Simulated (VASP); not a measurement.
These are PBEsol GGA, VASP's PBE PAW potentials (set 64) (plane waves; VASP) values and carry that method's errors.

Input for VASP

**POSCAR**
```
Cu(211) slab
1
    6.1794671388     0.0000000000     0.0000000000
    0.0000000000     2.5227565885     0.0000000000
    0.0000000000     0.0000000000    25.0199109048
Cu
14
Direct
  0.8391583584   0.2500000000   0.3155467855
  0.1665069117   0.7500000000   0.3405403968
  0.4962516242   0.2500000000   0.3666103273
  0.8267271146   0.7500000000   0.3988537756
  0.1659589293   0.2500000000   0.4270874555
  0.4982619147   0.7500000000   0.4559090193
  0.8327899286   0.2500000000   0.4855946282
  0.1672100714   0.7500000000   0.5144053718
  0.5017380853   0.2500000000   0.5440909807
  0.8340410707   0.7500000000   0.5729125445
  0.1732728854   0.2500000000   0.6011462244
  0.5037483758   0.7500000000   0.6333896727
  0.8334930883   0.2500000000   0.6594596032
  0.1608416416   0.7500000000   0.6844532145
```

KPOINTS:
```
K-points
0
gamma
  5 11 1
0 0 0
```

**INCAR**
```
! general
SYSTEM =Cu(211) slab
PREC   =Normal
ENCUT  =400
LREAL  =.FALSE.
LASPH  =.TRUE.

! electronic loop
EDIFF  =1E-6
NELM   =100
NELMIN =4
ALGO   =Normal
LMAXMIX=4

! smearing
ISMEAR =1
SIGMA  =0.1

! functional
GGA    =PS

! output
LWAVE  =.FALSE.
LCHARG =.FALSE.
LORBIT =11
LVHAR  =.TRUE.

! other
LDIPOL =.TRUE.
IDIPOL =3
DIPOL  =0.5 0.5 0.5
```

POTCAR, in this order: Cu (PBE.64 set). Program: vasp_std. Read from the step before: WAVECAR.

### Question
What does the run give for the energy per atom (σ→0), band gap (on the k-mesh)?

### Answer

```json
{
  "energy per atom (σ→0)": "-4.054 eV/atom",
  "band gap (on the k-mesh)": "none (metal, semimetal or under 0.01 eV)"
}
```

File OSZICAR:
```
       N       E                     dE             d eps       ncg     rms          rms(c)
DAV:   1    -0.567536514878E+02   -0.56754E+02   -0.24474E-04  3932   0.744E-01    0.567E-02
DAV:   2    -0.567537625117E+02   -0.11102E-03   -0.12710E-03  3808   0.170E+00    0.944E-02
DAV:   3    -0.567535536406E+02    0.20887E-03   -0.46931E-04  3720   0.101E+00    0.418E-03
DAV:   4    -0.567535561293E+02   -0.24887E-05   -0.21753E-05  5172   0.590E-02    0.420E-03
DAV:   5    -0.567535559745E+02    0.15478E-06   -0.12980E-06  2156   0.269E-02
   1 F= -.56753556E+02 E0= -.56752191E+02  d E =-.409518E-02
```

The cell is a thin slab with vacuum, built from Cu (fcc): (211) face.
